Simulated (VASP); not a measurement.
VASP ran on this input.

### POSCAR
```
SrTe
1
   -0.0000000000     2.9942146925     2.9942146925
    2.9942146925     0.0000000000     2.9942146925
    2.9942146925     2.9942146925    -0.0000000000
Sr Te
1 1
Direct
  0.0000000000   0.0000000000   1.0000000000
  0.5000000000   0.5000000000   0.5000000000
```

**KPOINTS**
```
Automatic mesh
0
Gamma
8 8 8
0 0 0
```

### INCAR
```
ALGO = Normal
EDIFF = 1E-6
EDIFFG = -0.02
ENCUT = 500
GGA = PS
IBRION = 2
ISIF = 3
ISMEAR = 0
LASPH = .True.
LCHARG = .False.
LMAXMIX = 4
LREAL = .False.
LWAVE = .False.
NELM = 100
NSW = 40
PREC = Accurate
PSTRESS = 200
SIGMA = 0.05
SYSTEM = SrTe
```

POTCAR, in this order: Sr_sv Te (PBE.64 set). Program: vasp_std.

### Question
Write an equivalent input for Ansatz.

### Answer
One equivalent input (not run):
Ansatz 0.2 input:
```yaml
crystal:
  lattice:
    - [0.0000000, 2.9942147, 2.9942147]
    - [2.9942147, 0.0000000, 2.9942147]
    - [2.9942147, 2.9942147, 0.0000000]
  atoms:
    - { symbol: Sr, position: [0.0000000, 0.0000000, 1.0000000] }
    - { symbol: Te, position: [0.5000000, 0.5000000, 0.5000000] }
kpoints:
  mp_grid: { grid: [8, 8, 8] }
hamiltonian:
  xc: pbesol
  pseudopotentials: { kind: paw }
scf:
  occupations: { method: gaussian, width: 0.05 }
  max_iter: 100
relax:
  max_steps: 40
  f_tol: 0.02
  cell: { p_target: 20 }
output: { forces: true, stress: true, eigenvalues: true }
```
Limits of the translation: each code has its own PAW files, so the cut-off isn't converted (ENCUT is set for VASP's; basis.ecutwfc is left out, and Ansatz then takes the one that its files recommend); Ansatz stops its SCF on the density residual and VASP on the energy change (EDIFF).

The structure was generated: SrTe was put into the rock salt type (Fm-3m), which need not be its known phase. It was relaxed first under an external pressure of 20 GPa.
